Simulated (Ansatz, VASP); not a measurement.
# Cross-check of Mn2Ge3 between VASP and Ansatz, part 2 of 2

Wanted: the spread between two codes on one cell, functional and k mesh. The cell is invented: As first built, before any earlier steps moved the atoms (in the runner's words): it takes the CeMn2Ge2 structure with some of its atoms replaced by other elements, volume scaled by an estimate. It may not be a known or stable phase. The cell is taken from a series of VASP runs on this material, whose earlier steps may have relaxed, scaled or displaced it; both programs get it as it stands.

VASP 6.6.1 and Ansatz 0.2.0.

So far: Starting point; Ansatz: relaxation of cell and atoms, PBE.

In doubt: warnings of the run leave room for a lower electronic state, so energies may not be the lowest and differences between runs may mislead.

## Step 3: VASP: relaxation of cell and atoms, PBE

Level of this step: PBE, spin-polarised from a ferromagnetic start; plane waves and PAW (Ge_d, Mn_pv); invented cell (VASP).

The same cell, functional, mesh and smearing now go to VASP, with its own data sets and cutoff.

Lines of VASP's logs that name or quote its potential files are left out, and so is its time.

The input, INCAR:

```
SYSTEM = Mn2Ge3
PREC = Accurate
ENCUT = 520
EDIFF = 1E-06
NELM = 100
ISMEAR = -1
SIGMA = 0.05
LREAL = .FALSE.
ALGO = Normal
GGA = PE
NBANDS = 44
ISPIN = 2
MAGMOM = 0 0 0 4 4
LMAXMIX = 4
LORBIT = 11
LWAVE = .FALSE.
LCHARG = .FALSE.
KPAR = 2
IBRION = 2
NSW = 60
ISIF = 3
EDIFFG = -0.01
```

The input, POSCAR:

```
Mn2Ge3
1.0
   -2.0034324748      2.0034324748      5.2679955305
    2.0034324748     -2.0034324748      5.2679955305
    2.0034324748      2.0034324748     -5.2679955305
Ge Mn
3 2
Direct
    0.6174962739      0.6174962739      0.0000000000
    0.3825037261      0.3825037261      0.0000000000
    0.0000000000      0.0000000000      0.0000000000
    0.7500000000      0.2500000000      0.5000000000
    0.2500000000      0.7500000000      0.5000000000
```

The input, KPOINTS:

```
Automatic mesh
0
Gamma
8 8 8
0 0 0
```

PAW data sets: Ge_d and Mn_pv (PBE family, release 64).

Launch:

```sh
mpirun -np 2 vasp_std
```

Numbers of over 12 decimals in the logs are rounded to 6 here.

The log of the run:

```text
[banner, memory and clock lines left out]
running    2 mpi-ranks, on    1 nodes
 distrk:  each k-point on    1 cores,    2 groups
 distr:  one band on    1 cores,    1 groups

 POSCAR found type information on POSCAR GeMn
 POSCAR found :  2 types and       5 ions
 LDA part: xc-table for (Slater+PW92), standard interpolation
 POSCAR, INCAR and KPOINTS ok, starting setup
 FFT: planning ... GRIDC
 FFT: planning ... GRID_SOFT
 FFT: planning ... GRID
 WAVECAR not read
 entering main loop
       N       E                     dE             d eps       ncg     rms          rms(c)
DAV:   1     0.731785549687E+03    0.73179E+03   -0.34501E+04 13280   0.403E+03
DAV:   2     0.905723498560E+02   -0.64121E+03   -0.61780E+03 10384   0.865E+02
DAV:   3    -0.252705540426E+02   -0.11584E+03   -0.11167E+03 10560   0.234E+02
DAV:   4    -0.322552402912E+02   -0.69847E+01   -0.68636E+01 12236   0.635E+01
DAV:   5    -0.324347989843E+02   -0.17956E+00   -0.17929E+00 11296   0.114E+01    0.189E+01
DAV:   6    -0.351193430993E+02   -0.26845E+01   -0.33579E+01 11064   0.414E+01    0.244E+01
DAV:   7    -0.301923905002E+02    0.49270E+01   -0.21534E+01 11120   0.339E+01    0.511E+00
DAV:   8    -0.302538518165E+02   -0.61461E-01   -0.14373E+00 11488   0.647E+00    0.216E+00
DAV:   9    -0.302563734266E+02   -0.25216E-02   -0.17714E-01 11280   0.227E+00    0.128E+00
DAV:  10    -0.302638546808E+02   -0.74813E-02   -0.19978E-02 11372   0.933E-01    0.625E-01
DAV:  11    -0.302646207928E+02   -0.76611E-03   -0.49295E-03 11940   0.493E-01    0.270E-01
DAV:  12    -0.302648078174E+02   -0.18702E-03   -0.11936E-03 11300   0.257E-01    0.845E-02
DAV:  13    -0.302648206564E+02   -0.12839E-04   -0.97530E-05 11780   0.743E-02    0.379E-02
DAV:  14    -0.302648222341E+02   -0.15777E-05   -0.25420E-05 11420   0.383E-02    0.114E-02
DAV:  15    -0.302648229630E+02   -0.72885E-06   -0.35609E-06  8920   0.132E-02
   1 F= -.30264823E+02 E0= -.30254001E+02  d E =-.302648E+02  mag=     5.4619
 curvature:   0.00 expect dE= 0.000E+00 dE for cont linesearch  0.000E+00
 trial: gam= 0.00000 g(F)=  0.759E-03 g(S)=  0.777E-02 ort = 0.000E+00 (trialstep = 0.100E+01)
 search vector abs. value=  0.852E-02
 bond charge predicted
       N       E                     dE             d eps       ncg     rms          rms(c)
DAV:   1    -0.305671480362E+02   -0.30233E+00   -0.36966E+00 11568   0.220E+01    0.499E+00
DAV:   2    -0.307742450574E+02   -0.20710E+00   -0.34110E+00 11324   0.143E+01    0.705E+00
DAV:   3    -0.302850326860E+02    0.48921E+00   -0.12415E+00 11384   0.827E+00    0.993E-01
DAV:   4    -0.302718167473E+02    0.13216E-01   -0.91103E-02 11924   0.195E+00    0.512E-01
DAV:   5    -0.302686109152E+02    0.32058E-02   -0.89240E-03 10924   0.701E-01    0.201E-01
DAV:   6    -0.302680496652E+02    0.56125E-03   -0.14417E-03 13428   0.358E-01    0.102E-01
DAV:   7    -0.302679780962E+02    0.71569E-04   -0.20173E-04 10976   0.110E-01    0.399E-02
DAV:   8    -0.302679793561E+02   -0.12599E-05   -0.15915E-05 12036   0.337E-02    0.224E-02
DAV:   9    -0.302679792196E+02    0.13653E-06   -0.23704E-06  7724   0.133E-02
   2 F= -.30267979E+02 E0= -.30257306E+02  d E =-.315626E-02  mag=     5.5427
 trial-energy change:   -0.003156  1 .order   -0.003026   -0.008525    0.002472
 step:   0.7871(harm=  0.7752)  dis= 0.00337  next Energy=   -30.268241 (dE=-0.342E-02)
 bond charge predicted
       N       E                     dE             d eps       ncg     rms          rms(c)
DAV:   1    -0.302816743876E+02   -0.13695E-01   -0.16467E-01 11576   0.454E+00    0.105E+00
DAV:   2    -0.302888889314E+02   -0.72145E-02   -0.13828E-01 11212   0.295E+00    0.141E+00
DAV:   3    -0.302690330066E+02    0.19856E-01   -0.48524E-02 11348   0.178E+00    0.212E-01
DAV:   4    -0.302684788060E+02    0.55420E-03   -0.40964E-03 11948   0.387E-01    0.134E-01
DAV:   5    -0.302683036834E+02    0.17512E-03   -0.49238E-04 10720   0.156E-01    0.461E-02
DAV:   6    -0.302682781792E+02    0.25504E-04   -0.84700E-05 13408   0.881E-02    0.240E-02
DAV:   7    -0.302682764650E+02    0.17141E-05   -0.10546E-05  9460   0.223E-02    0.933E-03
DAV:   8    -0.302682767463E+02   -0.28124E-06   -0.36118E-07  5740   0.532E-03
   3 F= -.30268277E+02 E0= -.30257595E+02  d E =-.345378E-02  mag=     5.5262
 curvature:  -0.39 expect dE=-0.570E-05 dE for cont linesearch -0.339E-05
 trial: gam= 0.00000 g(F)=  0.365E-09 g(S)=  0.147E-04 ort =-0.273E-03 (trialstep = 0.957E+00)
 search vector abs. value=  0.147E-04
 reached required accuracy - stopping structural energy minimisation
```

OUTCAR, selected parts (step 3):

```text
ion  position               nearest neighbor table
   1  0.617  0.617  0.000-   5 2.44   4 2.44   4 2.44   5 2.44   2 2.48
   2  0.383  0.383  0.000-   4 2.44   5 2.44   5 2.44   4 2.44   1 2.48
   3  0.000  0.000  0.000-
   4  0.750  0.250  0.500-   2 2.44   1 2.44   2 2.44   1 2.44   5 2.83   5 2.83   5 2.83   5 2.83

  LATTYP: Found a body centered tetragonal cell.
 ALAT       =     4.0068649496
 C/A-ratio  =     2.6294849448

 Subroutine GETGRP returns: Found 16 space group operations
 (whereof 16 operations were pure point group operations)

The static configuration has the point symmetry D_4h.

 Found     59 irreducible k-points:

   k-points           NKPTS =     59   k-points in BZ     NKDIM =     59   number of bands    NBANDS=     44

   dimension x,y,z NGX =    48 NGY =   48 NGZ =   48
   dimension x,y,z NGXF=    96 NGYF=   96 NGZF=   96

   ENCUT  =  520.0 eV  38.22 Ry    6.18 a.u.  11.12 11.12 11.12*2*pi/ulx,y,z

   NELECT =      68.0000    total number of electrons

 k-points in reciprocal lattice and weights: Automatic mesh
   0.00000000  0.00000000  0.00000000       0.002
   0.12500000 -0.00000000  0.00000000       0.016
   0.25000000 -0.00000000  0.00000000       0.016
   0.37500000  0.00000000  0.00000000       0.016
   0.50000000 -0.00000000  0.00000000       0.008
   0.12500000  0.12500000  0.00000000       0.016
   0.25000000  0.12500000  0.00000000       0.031
   0.37500000  0.12500000  0.00000000       0.031
   0.50000000  0.12500000  0.00000000       0.031
[...]
-0.37500000 -0.37500000  0.37500000       0.004
   0.50000000  0.50000000  0.50000000       0.002

 average (electrostatic) potential at core
       1 -72.0599       2 -72.0599       3 -72.8350       4 -67.6895       5 -67.6895

 E-fermi :   6.8565

 spin component 1
 k-point     1 :       0.0000    0.0000    0.0000
  band No.  band energies     occupation
    ...
     31       5.0078      1.00000
     32       5.1988      1.00000
     33       5.3612      1.00000
     34       5.7881      1.00000
     35       6.6837      0.96936
     36       6.9893      0.06552
     37       6.9893      0.06552
     38       7.0610      0.01644
     39       7.0610      0.01644
     40       9.0522      0.00000
    ...

 k-point     2 :       0.1250   -0.0000    0.0000
  band No.  band energies     occupation
    ...
     32       5.2083      1.00000
     33       5.3736      1.00000
     34       5.7144      1.00000
     35       6.1773      1.00000
     36       6.2134      1.00000
     37       6.9926      0.06162
     38       6.9978      0.05588
     39       7.7716      0.00000
     40       9.5591      0.00000
     41      10.7624      0.00000
    ...

 k-point     3 :       0.2500   -0.0000    0.0000
  band No.  band energies     occupation
    ...
     32       5.1464      1.00000
     33       5.3811      1.00000
     34       5.5028      1.00000
     35       5.6654      1.00000
     36       5.8591      1.00000
     37       6.9315      0.18225
     38       7.1372      0.00363
     39       8.7523      0.00000
     40       9.8674      0.00000
     41      10.1551      0.00000
    ...

 k-point     4 :       0.3750    0.0000    0.0000
  band No.  band energies     occupation
    ...
     32       5.0434      1.00000
     33       5.1759      1.00000
     34       5.2244      1.00000
     35       5.2381      1.00000
     36       6.2852      0.99999
     37       7.2655      0.00028
     38       7.4506      0.00001
     39       8.8216      0.00000
     40       8.9597      0.00000
     41       9.7871      0.00000
    ...

 k-point     5 :       0.5000   -0.0000    0.0000
  band No.  band energies     occupation
    ...
     32       4.8909      1.00000
     33       4.9604      1.00000
     34       5.0607      1.00000
     35       5.0831      1.00000
     36       6.8251      0.65181
     37       7.3940      0.00002
     38       7.9071      0.00000
     39       8.1902      0.00000
     40       8.1992      0.00000
     41      10.2023      0.00000
    ...

 k-point     6 :       0.1250    0.1250    0.0000
  band No.  band energies     occupation
    ...
     33       5.4441      1.00000
     34       5.6525      1.00000
     35       5.7000      1.00000
     36       6.2275      1.00000
     37       6.4502      0.99970
     38       7.5814      0.00000
     39       7.9532      0.00000
     40       9.8921      0.00000
     41      10.2871      0.00000
     42      11.3112      0.00000
    ...

  Total       -0.0275874     -0.0275874      0.0023836      0.0000000      0.0000000      0.0000000
  in kB       -0.5164843     -0.5164843      0.0446249      0.0000000      0.0000000      0.0000000
  external PRESSURE =      -0.3294479 kB  Pullay stress =       0.0000000 kB

  energy-cutoff  :      520.00
  volume of cell :       85.58
      direct lattice vectors                 reciprocal lattice vectors
    -2.011573673  2.011573673  5.287272436     0.000000000  0.248561615  0.094566718
     2.011573673 -2.011573673  5.287272436     0.248561615  0.000000000  0.094566718
     2.011573673  2.011573673 -5.287272436     0.248561615  0.248561615  0.000000000

 POSITION                                       TOTAL-FORCE (eV/Angst)
 -----------------------------------------------------------------------------------
      0.00000      0.00000      6.52636        -0.000000     -0.000000     -0.000062
      0.00000      0.00000      4.04819         0.000000      0.000000      0.000062
      0.00000      0.00000      0.00000        -0.000000     -0.000000     -0.000000
     -0.00000      2.01157      2.64364        -0.000000     -0.000000     -0.000000
      2.01157     -0.00000      2.64364        -0.000000     -0.000000      0.000000
 -----------------------------------------------------------------------------------
    total drift:                                0.000000      0.000000     -0.000000

  FREE ENERGIE OF THE ION-ELECTRON SYSTEM (eV)
  ---------------------------------------------------
  free  energy   TOTEN  =       -30.2682767463 eV

  energy  without entropy=      -30.2469142417  energy(sigma->0) =      -30.25759549

 reached required accuracy - stopping structural energy minimisation

 total charge
# of ion       s       p       d       tot
------------------------------------------
    1        1.144   1.276  10.055  12.475
    2        1.144   1.276  10.055  12.475
    3        1.324   0.721  10.005  12.051
    4        0.304   6.248   5.111  11.663
    5        0.304   6.248   5.111  11.663
--------------------------------------------------
tot          4.219  15.770  40.337  60.326

 magnetization (x)
# of ion       s       p       d       tot
------------------------------------------
    1       -0.014  -0.126   0.015  -0.125
    2       -0.014  -0.126   0.015  -0.125
    3        0.016   0.004  -0.003   0.018
    4        0.013   0.016   2.772   2.801
    5        0.013   0.016   2.772   2.801
--------------------------------------------------
tot          0.015  -0.215   5.572   5.371

[... 6 further parts left out ...]
```

CONTCAR:

```
Mn2Ge3
   1.00000000000000
    -2.0115736728517235    2.0115736728517235    5.2872724358600509
     2.0115736728517235   -2.0115736728517235    5.2872724358600509
     2.0115736728517235    2.0115736728517235   -5.2872724358600509
  Ge              Mn
     3     2
Direct
     0.6171762023797710    0.6171762023797710    0.0000000000000000
     0.3828237976202290    0.3828237976202290    0.0000000000000000
     0.0000000000000000    0.0000000000000000    0.0000000000000000
     0.7500000000000000    0.2500000000000000    0.5000000000000000
     0.2500000000000000    0.7500000000000000    0.5000000000000000
```

The run keeps the 16 symmetry operations of its start, so it cannot find a distortion of lower symmetry.

## Step 4: Comparison

Known differences besides the potentials themselves: both relaxations stop at a tolerance, which leaves soft axes loose, and VASP keeps its plane-wave basis; the data sets hold 72 valence electrons in Ansatz (default PAW (the set named soft_2) files) and 68 in VASP; the cutoff is 420 eV in Ansatz and 520 eV in VASP; VASP leaves aspherical gradient terms in its spheres out (LASPH is not set), Ansatz keeps them; Ansatz adds a Pulay correction to the stress that steers its cell, VASP none; site moments are counted in spheres of each program's own size. Total energies have different zeros and are not compared.

The two programs side by side:

```csv
quantity,Ansatz,VASP,difference
volume (Å³),85.36,85.58,-0.26 %
"edge a after relaxation, in the typed setting (Å)",6.005,6.004,+0.01 %
total moment (μB),5.48,5.53,-0.05
moment on Mn4 (μB),2.69,2.80,-0.11
moment on Mn5 (μB),2.69,2.80,-0.11
moment on Ge1 (μB),-0.09,-0.12,+0.03
moment on Ge2 (μB),-0.09,-0.12,+0.03
```

The walks stopped with 0.00 GPa left in Ansatz and -0.03 GPa in VASP; each walk ends within a tolerance, so the volume difference is uncertain by about these residues over the bulk modulus, most in soft cells.

## Step 5: Summary of results

| Quantity | Value |
| --- | --- |
| difference in volume (relaxation of cell and atoms, PBE) | -0.26 % |

**Reading.** The difference in volume is -0.26 % (relaxation of cell and atoms, PBE), within the 1.2 % picked in this series as the mark of a large difference, as far as the stopping tolerances let one tell. How closely two codes agree says nothing of how well the functional describes the real material.

[Lines on the potential files, build, host, timing and source positions are cut from VASP's logs without a mark.]

[Logs are printed without paths, hosts, clocks, repeated set-up lines and the standing remarks that a program may print on its own settings, such as how far it seeks lower states.]

[Hosts, paths, dates, database ids (printed as entryN), source tags and the programs' standing remarks are cut or masked in the printed files.]
